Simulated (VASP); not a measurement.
Consider the following.

```xyz
5
Lattice="3.9951 0.0000 0.0000 0.0000 3.9951 0.0000 0.0000 0.0000 3.9951" Properties=species:S:1:pos:R:3 pbc="T T T"
Sr     0.0000     0.0000     0.0000
Ti     1.9976     1.9976     1.9976
O      1.9976     0.0000     1.9976
O      0.0000     1.9976     1.9976
O      1.9976     1.9976     0.0000
```

The numbers are results of vdW-DF2, VASP's PBE PAW potentials (set 64) (plane waves; VASP), not measurements. Settings: 520 eV cut-off, 6×6×6 Γ-centred mesh, Gaussian smearing of 0.050 eV, potentials Sr_sv Ti_sv O.

Problem. Give the energy at these volumes per atom, relative to the lowest: 11.97, 12.35, 12.74, 13.12, 13.50 Å³.

Solution. 26.8, 6.6, 0.0, 4.9, 19.7 meV/atom. A third-order Birch-Murnaghan fit gives B0 = 160 GPa and B0′ = 4.4.

Measured: a 3.890 Å at 0 K (computed value off by +2.7 %), as given by D. I. Bilc et al., Physical Review B (2008), arXiv:0805.0753 [cubic phase extrapolated to 0 K].

The compound is SrTiO3 in the cubic perovskite structure, the ideal cubic form; the compound distorts at low or room temperature. It was relaxed first, which changed the volume by +7 %.
